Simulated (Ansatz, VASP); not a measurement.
# One calculation of K2RbMoF6, two programs

```
CELL_PARAMETERS angstrom
0.00000 4.70239 4.70239
4.70239 0.00000 4.70239
4.70239 4.70239 0.00000
ATOMIC_POSITIONS crystal
K 0.75000 0.75000 0.75000
K 0.25000 0.25000 0.25000
Rb 0.50000 0.50000 0.50000
Mo 0.00000 0.00000 0.00000
F 0.77964 0.22036 0.22036
F 0.22036 0.22036 0.77964
F 0.22036 0.77964 0.77964
F 0.22036 0.77964 0.22036
F 0.77964 0.22036 0.77964
F 0.77964 0.77964 0.22036
```

The cell comes from a database or a generator and needn't be the stable form of this composition.

Alike in both runs: task single point; functional PBE; k mesh 4 × 4 × 4; occupations gaussian, width 0.05 eV; no spin polarisation.

|  | VASP | Ansatz |
| --- | --- | --- |
| version | VASP 6.6.1 | Ansatz 0.2.0 |
| potentials or method | VASP PAW PBE potentials, release 64 (K_sv, Rb_sv, Mo_sv, F) | plane waves, PAW |
| plane-wave cutoff (eV) | 520 | 420 |
| valence electrons in the cell | 83 | 83 |

Ansatz gave:

```
gap on the k mesh at the Fermi level (eV) : none
pressure (GPa)                            : -1.0
rms of the force components (eV/Å)        : 0.115
```

Q: Which values does VASP return?

A: gap on the k mesh at the Fermi level (eV): none; pressure (GPa): -0.9; rms of the force components (eV/Å): 0.097.

Atom by atom the forces differ by 0.018 eV/Å (rms over components). A gap of «none» marks a metal or a gap that the smearing closes.

Caveats: an odd number of electrons without spin polarisation forces a metal; a magnetic or distorted state may lie lower.
